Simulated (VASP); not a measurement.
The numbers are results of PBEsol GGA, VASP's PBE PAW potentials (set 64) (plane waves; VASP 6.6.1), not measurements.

VASP input:

**INCAR**
```
# general
SYSTEM  = Zr2Al
PREC    = Accurate
ENCUT   = 300
LREAL   = .False.
LASPH   = .True.

# electronic loop
EDIFF   = 1E-6
NELM    = 100
ALGO    = Normal
LMAXMIX = 4

# smearing
ISMEAR  = 0
SIGMA   = 0.1

# functional
GGA     = PS

# ions
ISIF    = 2

# output
LWAVE   = .False.
LCHARG  = .False.
```

File POSCAR:
```
Zr2Al
1
   -3.4032470000     3.4032470000     2.6726530000
    3.4032470000    -3.4032470000     2.6726530000
    3.4032470000     3.4032470000    -2.6726530000
Zr Al
4 2
Direct
  0.3486000000   0.1514000000   0.5000000000
  0.6514000000   0.8486000000   0.5000000000
  0.1514000000   0.6514000000   0.8028000000
  0.8486000000   0.3486000000   0.1972000000
  0.2500000000   0.2500000000   0.0000000000
  0.7500000000   0.7500000000   0.0000000000
```

### KPOINTS
```
Regular mesh
0
Gamma
5 5 5
0 0 0
```

POTCAR, in this order: Zr_sv Al (PBE.64 set). Program: vasp_std.

Output of the run:

**OUTCAR**
```
 ion  position               nearest neighbor table
   1  0.349  0.151  0.500-   6 2.91   5 2.91   5 2.91   6 2.91   2 2.91   2 3.28   2 3.28   4 3.38
                             3 3.38   3 3.38   4 3.38   3 3.66   4 3.66   4 3.66   3 3.66
   2  0.651  0.849  0.500-   5 2.91   6 2.91   6 2.91   5 2.91   1 2.91   1 3.28   1 3.28   4 3.38
                             3 3.38   3 3.38   4 3.38   4 3.66   3 3.66   3 3.66   4 3.66
   3  0.151  0.651  0.803-   6 2.91   5 2.91   5 2.91   6 2.91   4 2.91   4 3.28   4 3.28   1 3.38
                             2 3.38   1 3.38   2 3.38   1 3.66   2 3.66   1 3.66   2 3.66
   4  0.849  0.349  0.197-   6 2.91   5 2.91   5 2.91   6 2.91   3 2.91   3 3.28   3 3.28   2 3.38
                             1 3.38   1 3.38   2 3.38   1 3.66   2 3.66   1 3.66   2 3.66
   5  0.250  0.250  0.000-   6 2.67   6 2.67   2 2.91   1 2.91   2 2.91   1 2.91   4 2.91   3 2.91
                             4 2.91   3 2.91
   6  0.750  0.750  0.000-   5 2.67   5 2.67   1 2.91   2 2.91   1 2.91   2 2.91   3 2.91   4 2.91
                             4 2.91   3 2.91
  LATTYP: Found a body centered tetragonal cell.
 ALAT       =     6.8064940000
 C/A-ratio  =     0.7853244269
 Subroutine PRICEL returns:
 Original cell was already a primitive cell.
 Subroutine GETGRP returns: Found 16 space group operations
The static configuration has the point symmetry C_4h.
 The point group associated with its full space group is D_4h.
The dynamic configuration has the point symmetry C_4h.
 Subroutine INISYM returns: Found 16 space group operations
 Subroutine IBZKPT returns following result:
 Found     18 irreducible k-points:

 Following reciprocal coordinates:
            Coordinates               Weight
  0.000000  0.000000  0.000000      1.000000
  0.200000  0.000000 -0.000000      8.000000
  0.400000  0.000000  0.000000      8.000000
  0.200000  0.200000 -0.000000      8.000000
  0.400000  0.200000  0.000000     16.000000
 -0.400000  0.200000 -0.000000     16.000000
 -0.200000  0.200000  0.000000      4.000000
  0.400000  0.400000  0.000000      8.000000
 -0.400000  0.400000  0.000000      4.000000
  0.200000  0.200000  0.200000      8.000000
 -0.200000  0.200000  0.200000      4.000000
 -0.400000  0.400000  0.200000      8.000000
...
```

### OSZICAR
```
       N       E                     dE             d eps       ncg     rms          rms(c)
DAV:   1     0.352796706998E+03    0.35280E+03   -0.21536E+04  1224   0.109E+03
DAV:   2    -0.142199505255E+02   -0.36702E+03   -0.36269E+03  1376   0.358E+02
DAV:   3    -0.474620478251E+02   -0.33242E+02   -0.32713E+02  1960   0.717E+01
DAV:   4    -0.494721834642E+02   -0.20101E+01   -0.20012E+01  1680   0.190E+01
DAV:   5    -0.495386768893E+02   -0.66493E-01   -0.66485E-01  1720   0.309E+00    0.223E+01
DAV:   6    -0.466055698183E+02    0.29331E+01   -0.96504E+00  1224   0.137E+01    0.808E+00
DAV:   7    -0.463692555913E+02    0.23631E+00   -0.17157E+00  1832   0.590E+00    0.224E+00
DAV:   8    -0.463517553887E+02    0.17500E-01   -0.12828E-01  1472   0.157E+00    0.997E-01
DAV:   9    -0.463499962587E+02    0.17591E-02   -0.19766E-02  1584   0.822E-01    0.305E-01
DAV:  10    -0.463497326020E+02    0.26366E-03   -0.34118E-03  1408   0.317E-01    0.493E-02
DAV:  11    -0.463497387561E+02   -0.61541E-05   -0.21518E-04  1720   0.819E-02    0.298E-02
DAV:  12    -0.463497328990E+02    0.58572E-05   -0.10882E-05  1536   0.182E-02    0.743E-03
DAV:  13    -0.463497337636E+02   -0.86463E-06   -0.22627E-06  1184   0.933E-03
   1 F= -.46349734E+02 E0= -.46331213E+02  d E =-.370424E-01
```

### OUTCAR
```
------------------------ aborting loop because EDIFF is reached ----------------------------------------
  FORCE on cell =-STRESS in cart. coord.  units (eV):
  Direction    XX          YY          ZZ          XY          YZ          ZX
  --------------------------------------------------------------------------------------
  Total       -1.2319136     -1.2319136     -1.1672807      0.0000000      0.0000000     -0.0000000
  in kB      -15.9404780    -15.9404780    -15.1041529      0.0000000      0.0000000     -0.0000000
  external PRESSURE =     -15.6617030 kB  Pullay stress =       0.0000000 kB
  volume of cell :      123.82
      direct lattice vectors                 reciprocal lattice vectors
    -3.403247000  3.403247000  2.672653000     0.000000000  0.146918516  0.187080029
     3.403247000 -3.403247000  2.672653000     0.146918516  0.000000000  0.187080029
     3.403247000  3.403247000 -2.672653000     0.146918516  0.146918516  0.000000000
 POSITION                                       TOTAL-FORCE (eV/Angst)
 -----------------------------------------------------------------------------------
      1.03050      2.37274      0.00000         0.001996     -0.001996      0.000000
      2.37274      1.03050      2.67265        -0.001996      0.001996      0.000000
      4.43375      1.03050      0.00000         0.001996      0.001996     -0.000000
     -1.03050      2.37274      2.67265        -0.001996     -0.001996      0.000000
      0.00000      0.00000      1.33633        -0.000000     -0.000000     -0.000000
      0.00000      0.00000      4.00898         0.000000      0.000000     -0.000000
 -----------------------------------------------------------------------------------
    total drift:                               -0.000000      0.000000      0.000000
  FREE ENERGIE OF THE ION-ELECTRON SYSTEM (eV)
  ---------------------------------------------------
  free  energy   TOTEN  =       -46.3497337636 eV

  energy  without entropy=      -46.3126913711  energy(sigma->0) =      -46.33121257
```
(Selected blocks of OUTCAR.)

**OUTCAR**
```
 val. band max:        8.0428556563   @ k =  -0.2000  -0.4000   0.2000

 cond. band min:       8.0913291692   @ k =  -0.4000  -0.4000   0.4000


 Fermi energy:         8.0757399352

 k-point     1 :       0.0000    0.0000    0.0000
  band No.  band energies     occupation
      1     -40.1315      2.00000
      2     -40.0630      2.00000
      3     -39.9922      2.00000
      4     -39.9922      2.00000
      5     -18.5120      2.00000
      6     -18.4933      2.00000
      7     -18.2332      2.00000
      8     -18.2332      2.00000
      9     -18.1990      2.00000
     10     -18.1990      2.00000
     11     -18.1819      2.00000
     12     -18.0924      2.00000
     13     -18.0869      2.00000
     14     -17.8295      2.00000
     15     -17.7949      2.00000
     16     -17.7949      2.00000
     17       0.6854      2.00000
     18       4.7364      2.00000
     19       5.9638      2.00000
     20       6.4744      2.00000
     21       6.4744      2.00000
     22       6.4851      2.00000
     23       7.2105      2.00000
     24       7.2105      2.00000
     25       7.2439      2.00000
     26       7.6450      2.00000
     27       7.7821      1.99997
     28       7.7821      1.99997
     29       9.6044      0.00000
     30       9.8623      0.00000
     31      10.1758      0.00000
     32      10.2180      0.00000

 k-point     2 :       0.2000    0.0000   -0.0000
  band No.  band energies     occupation
      1     -40.1198      2.00000
      2     -40.0639      2.00000
      3     -39.9979      2.00000
      4     -39.9974      2.00000
      5     -18.5262      2.00000
      6     -18.5036      2.00000
      7     -18.2961      2.00000
      8     -18.2705      2.00000
      9     -18.1650      2.00000
     10     -18.1255      2.00000
     11     -18.0969      2.00000
     12     -18.0845      2.00000
     13     -18.0611      2.00000
     14     -17.9065      2.00000
     15     -17.8116      2.00000
     16     -17.8058      2.00000
...
```

At this cut-off the stress carries a Pulay error, which pulls relaxed volumes low.

The structure comes from a computed database's Zr2Al entry (I4/mcm); how it stands against other phases isn't given here. The cell was not relaxed at this level.
